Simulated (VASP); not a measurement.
All values below come from PBE GGA, VASP's PBE PAW potentials (set 64) (plane waves; VASP).

Input for VASP

File KPOINTS:
```
Automatic mesh
0
Gamma
14 14 14
0 0 0
```

INCAR:
```
ENCUT=300
LWAVE=.FALSE.
ALGO=Normal   # blocked Davidson
SYSTEM=In
PREC=Accurate
LASPH=.TRUE.
NELM=100   # most electronic steps
ISMEAR=0   # Gaussian
LREAL=.FALSE.   # projection in real space or not
ISIF=2
EDIFF=1E-6
LCHARG=.FALSE.
GGA=PE   # PBE
SIGMA=0.1   # width (eV)
LMAXMIX=4   # l cut-off of mixed one-centre charges
```

**POSCAR**
```
In
3.4327730
 -0.4800273715   0.4800273715   0.7342667284
  0.4800273715  -0.4800273715   0.7342667284
  0.4800273715   0.4800273715  -0.7342667284
In
1
direct
  0.0000000000   0.0000000000   0.0000000000
```

POTCAR, in this order: In_d (PBE.64 set). Program: vasp_std.

Unless said otherwise, spin-orbit coupling is left out, though it shifts the bands of the heavy elements here.

Task: Estimate the energy per atom (σ→0), band gap (on the k-mesh).

Result: 
* **energy per atom (σ→0)**: -2561 meV/atom
* **band gap (on the k-mesh)**: none (metal, semimetal or under 0.01 eV)

OSZICAR:
```
...
DAV:   4    -0.258506549032E+01   -0.41246E-01   -0.41239E-01  6226   0.738E+00
DAV:   5    -0.258683062586E+01   -0.17651E-02   -0.17651E-02  5890   0.126E+00    0.206E+00
DAV:   6    -0.256740180358E+01    0.19429E-01   -0.34848E-02  5554   0.392E+00    0.105E+00
DAV:   7    -0.256288505157E+01    0.45168E-02   -0.12307E-02  5618   0.217E+00    0.226E-01
DAV:   8    -0.256257814983E+01    0.30690E-03   -0.65809E-04  5534   0.522E-01    0.275E-02
DAV:   9    -0.256258333166E+01   -0.51818E-05   -0.12745E-05  6458   0.499E-02    0.102E-02
DAV:  10    -0.256258380698E+01   -0.47533E-06   -0.79980E-07  3236   0.973E-03
   1 F= -.25625838E+01 E0= -.25614661E+01  d E =-.223544E-02
```

The structure comes from a computed database's In entry; how it stands against other phases isn't given here. The cell was not relaxed at this level. The run is one of a series of settings (ISMEAR = 0 against the base run), some of them coarse on purpose.
